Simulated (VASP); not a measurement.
The input files of a VASP run:

File KPOINTS:
```
Automatic mesh
0
Gamma
8 8 8
0 0 0
```

File POSCAR:
```
PbO
1.0
  3.1286706312   0.0000000000   0.0000000000
  0.0000000000   3.1286706312   0.0000000000
  0.0000000000   0.0000000000   3.1286706312
Pb O
1 1
Direct
  0.0000000000   0.0000000000   0.0000000000
  0.5000000000   0.5000000000   0.5000000000
```

**INCAR**
```
PREC = Accurate
ISMEAR = 0   ! Gaussian
IBRION = 2   ! conjugate gradients
LREAL = F
LMAXMIX = 4   ! l cut-off of mixed one-centre charges
EDIFF = 1E-6   ! SCF stop (eV)
NELM = 100   ! most electronic steps
LASPH = T
SYSTEM = PbO
LCHARG = F
GGA = PS   ! PBEsol
NSW = 60
ALGO = Normal
SIGMA = 0.05
ISIF = 3   ! ions, shape and volume
EDIFFG = -0.01
LWAVE = F
ENCUT = 520
```

POTCAR, in this order: Pb_d O (PBE.64 set). Program: vasp_std.

**Question.** Translate this PBEsol calculation to Quantum ESPRESSO's pw.x.

**Answer.** One equivalent input (not run):
```
&CONTROL
  calculation = 'vc-relax'
  pseudo_dir = './pseudo'
  outdir = './out'
  tprnfor = .true.
  tstress = .true.
  nstep = 60
  forc_conv_thr = 0.00039
/
&SYSTEM
  ibrav = 0
  nat = 2
  ntyp = 2
  ecutwfc = 84
  occupations = 'smearing'
  smearing = 'gaussian'
  degauss = 0.003675
  input_dft = 'pbesol'
/
&ELECTRONS
  conv_thr = 7.3e-08
  electron_maxstep = 100
/
&IONS
/
&CELL
/
ATOMIC_SPECIES
  Pb 207.200 Pb.upf
  O 15.999 O.upf
CELL_PARAMETERS angstrom
     3.1286706    0.0000000    0.0000000
     0.0000000    3.1286706    0.0000000
     0.0000000    0.0000000    3.1286706
ATOMIC_POSITIONS crystal
  Pb   0.0000000  0.0000000  0.0000000
  O    0.5000000  0.5000000  0.5000000
K_POINTS automatic
  8 8 8 0 0 0
```
The two are equivalent in intent, not identical: the potentials are each code's own (VASP's PAW set, PseudoDojo norm-conserving files in pw.x), so ENCUT and ecutwfc are chosen apart and not converted; conv_thr bounds pw.x's estimated SCF error, while EDIFF bounds the energy change between steps; forc_conv_thr acts on force components and is met together with etot_conv_thr.

The structure was generated: PbO was put into the CsCl type type (Pm-3m), which need not be its known phase. This run relaxes it. Symmetry was kept, so distortions that lower it aren't found. The start is the result of an earlier pass.
